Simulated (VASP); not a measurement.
Calculation: optB88-vdW, VASP's PBE PAW potentials (set 64) (plane waves; VASP).

VASP input:

POSCAR:
```
SiO2
1
    4.1938818509     0.0000000000     0.0000000000
   -0.0000000000     4.1938818509     0.0000000000
    0.0000000000     0.0000000000     2.6825246477
Si O
2 4
Direct
  0.0000000000   0.0000000000   0.0000000000
  0.5000000000   0.5000000000   0.5000000000
  0.3057128375   0.3057128375   0.0000000000
  0.8057128375   0.1942871625   0.5000000000
  0.1942871625   0.8057128375   0.5000000000
  0.6942871625   0.6942871625   0.0000000000
```

INCAR:
```
SYSTEM=SiO2
PREC=Accurate; ENCUT=520; LREAL=.False.
LASPH=.True.
EDIFF=1E-6; NELM=100; ALGO=Normal
ISMEAR=0; SIGMA=0.05
GGA=BO; LUSE_VDW=.True.; AGGAC=0.0
PARAM1=0.1833333333; PARAM2=0.22
IBRION=2; NSW=60; ISIF=3
EDIFFG=-0.02
LWAVE=.False.; LCHARG=.False.
```

File KPOINTS:
```
Automatic
0
G
 5 5 7
```

POTCAR, in this order: Si O (PBE.64 set). Program: vasp_std.

Output

### OSZICAR
```
       N       E                     dE             d eps       ncg     rms          rms(c)
DAV:   1     0.170267477670E+03    0.17027E+03   -0.18369E+04   984   0.154E+03
DAV:   2    -0.361990577172E+02   -0.20647E+03   -0.19996E+03  1324   0.320E+02
DAV:   3    -0.432185546720E+02   -0.70195E+01   -0.69991E+01  1152   0.636E+01
DAV:   4    -0.432734950332E+02   -0.54940E-01   -0.54871E-01  1140   0.647E+00
DAV:   5    -0.432740927217E+02   -0.59769E-03   -0.59760E-03  1112   0.661E-01    0.173E+01
DAV:   6    -0.378719970956E+02    0.54021E+01   -0.21974E+01  1060   0.333E+01    0.723E+00
DAV:   7    -0.379141932410E+02   -0.42196E-01   -0.61405E-01  1116   0.556E+00    0.287E+00
DAV:   8    -0.379289274844E+02   -0.14734E-01   -0.20674E-02  1068   0.156E+00    0.110E+00
DAV:   9    -0.379346160557E+02   -0.56886E-02   -0.86518E-03  1060   0.104E+00    0.174E-01
DAV:  10    -0.379347779253E+02   -0.16187E-03   -0.61021E-04  1116   0.204E-01    0.512E-02
DAV:  11    -0.379347490463E+02    0.28879E-04   -0.13901E-04  1116   0.926E-02    0.162E-02
DAV:  12    -0.379347495715E+02   -0.52519E-06   -0.67738E-06  1108   0.192E-02
   1 F= -.37934750E+02 E0= -.37934750E+02  d E =-.379347E+02
       N       E                     dE             d eps       ncg     rms          rms(c)
DAV:   1    -0.381020420147E+02   -0.16729E+00   -0.43280E+00  1076   0.188E+01    0.337E+00
DAV:   2    -0.379331282806E+02    0.16891E+00   -0.65817E-01  1064   0.623E+00    0.661E-01
DAV:   3    -0.379290672484E+02    0.40610E-02   -0.22530E-02  1084   0.109E+00    0.339E-01
DAV:   4    -0.379275115978E+02    0.15557E-02   -0.16450E-03  1068   0.325E-01    0.108E-01
DAV:   5    -0.379273650960E+02    0.14650E-03   -0.25641E-04  1104   0.121E-01    0.262E-02
DAV:   6    -0.379273641042E+02    0.99174E-06   -0.66950E-06  1048   0.212E-02
   2 F= -.37927364E+02 E0= -.37927364E+02  d E =0.738547E-02
       N       E                     dE             d eps       ncg     rms          rms(c)
DAV:   1    -0.380018019937E+02   -0.74437E-01   -0.14159E+00  1076   0.109E+01    0.193E+00
DAV:   2    -0.379472949478E+02    0.54507E-01   -0.20896E-01  1064   0.350E+00    0.391E-01
DAV:   3    -0.379458946657E+02    0.14003E-02   -0.78595E-03  1076   0.643E-01    0.182E-01
DAV:   4    -0.379453954700E+02    0.49920E-03   -0.58171E-04  1072   0.194E-01    0.555E-02
DAV:   5    -0.379453579149E+02    0.37555E-04   -0.79728E-05  1112   0.685E-02    0.171E-02
DAV:   6    -0.379453609126E+02   -0.29977E-05   -0.22496E-06   872   0.120E-02    0.236E-03
DAV:   7    -0.379453612237E+02   -0.31112E-06   -0.38754E-07   572   0.470E-03
   3 F= -.37945361E+02 E0= -.37945361E+02  d E =-.106117E-01
       N       E                     dE             d eps       ncg     rms          rms(c)
DAV:   1    -0.379454871549E+02   -0.12624E-03   -0.24747E-01   968   0.423E+00    0.128E-01
DAV:   2    -0.379458119929E+02   -0.32484E-03   -0.57109E-03  1132   0.603E-01    0.540E-02
DAV:   3    -0.379457465758E+02    0.65417E-04   -0.93382E-05  1124   0.964E-02    0.270E-02
DAV:   4    -0.379457336933E+02    0.12882E-04   -0.66643E-05  1108   0.744E-02    0.523E-03
DAV:   5    -0.379457346895E+02   -0.99623E-06   -0.93019E-06  1068   0.241E-02
   4 F= -.37945735E+02 E0= -.37945735E+02  d E =-.373466E-03
       N       E                     dE             d eps       ncg     rms          rms(c)
DAV:   1    -0.379457537638E+02   -0.20070E-04   -0.11008E-02   976   0.891E-01    0.265E-02
DAV:   2    -0.379457675711E+02   -0.13807E-04   -0.25321E-04  1132   0.127E-01    0.116E-02
DAV:   3    -0.379457643810E+02    0.31902E-05   -0.42029E-06  1056   0.206E-02    0.587E-03
DAV:   4    -0.379457636237E+02    0.75723E-06   -0.30600E-06   836   0.163E-02
   5 F= -.37945764E+02 E0= -.37945764E+02  d E =-.402400E-03
```

**OUTCAR**
```
------------------------ aborting loop because EDIFF is reached ----------------------------------------
  FORCE on cell =-STRESS in cart. coord.  units (eV):
  Direction    XX          YY          ZZ          XY          YZ          ZX
  --------------------------------------------------------------------------------------
  Total        0.0510958      0.0510958     -0.0726966      0.0000000      0.0000000      0.0000000
  in kB        1.7086751      1.7086751     -2.4310206      0.0000000      0.0000000      0.0000000
  external PRESSURE =       0.3287765 kB  Pullay stress =       0.0000000 kB
  volume of cell :       47.91
      direct lattice vectors                 reciprocal lattice vectors
     4.212760825  0.000000000  0.000000000     0.237374027  0.000000000  0.000000000
     0.000000000  4.212760825  0.000000000    -0.000000000  0.237374027  0.000000000
     0.000000000  0.000000000  2.699618331     0.000000000  0.000000000  0.370422733
 POSITION                                       TOTAL-FORCE (eV/Angst)
 -----------------------------------------------------------------------------------
      0.00000      0.00000      0.00000        -0.000000      0.000000      0.000000
      2.10638      2.10638      1.34981        -0.000000      0.000000      0.000000
      1.28957      1.28957      0.00000         0.000387      0.000387     -0.000000
      3.39595      0.81681      1.34981         0.000387     -0.000387      0.000000
      0.81681      3.39595      1.34981        -0.000387      0.000387      0.000000
      2.92319      2.92319      0.00000        -0.000387     -0.000387      0.000000
 -----------------------------------------------------------------------------------
    total drift:                                0.000000     -0.000000     -0.000000
  FREE ENERGIE OF THE ION-ELECTRON SYSTEM (eV)
  ---------------------------------------------------
  free  energy   TOTEN  =       -37.9457636237 eV

  energy  without entropy=      -37.9457636237  energy(sigma->0) =      -37.94576362

 reached required accuracy - stopping structural energy minimisation
```
(Selected blocks of OUTCAR.)

**CONTCAR**
```
SiO2
   1.00000000000000
     4.2127608249927384    0.0000000000000000    0.0000000000000000
     0.0000000000000000    4.2127608249927384    0.0000000000000000
     0.0000000000000000    0.0000000000000000    2.6996183312829034
  Si              O
     2     4
Direct
     0.0000000000000000    0.0000000000000000    0.0000000000000000
     0.5000000000000000    0.5000000000000000    0.5000000000000000
     0.3061099494908016    0.3061099494908016    0.0000000000000000
     0.8061099494908016    0.1938900505091984    0.5000000000000000
     0.1938900505091984    0.8061099494908016    0.5000000000000000
     0.6938900505091984    0.6938900505091984    0.0000000000000000
```

The compound is SiO2 in the rutile structure, stishovite, a high-pressure form. This run relaxes it. Symmetry was kept, so distortions that lower it aren't found. The start is the result of an earlier pass.
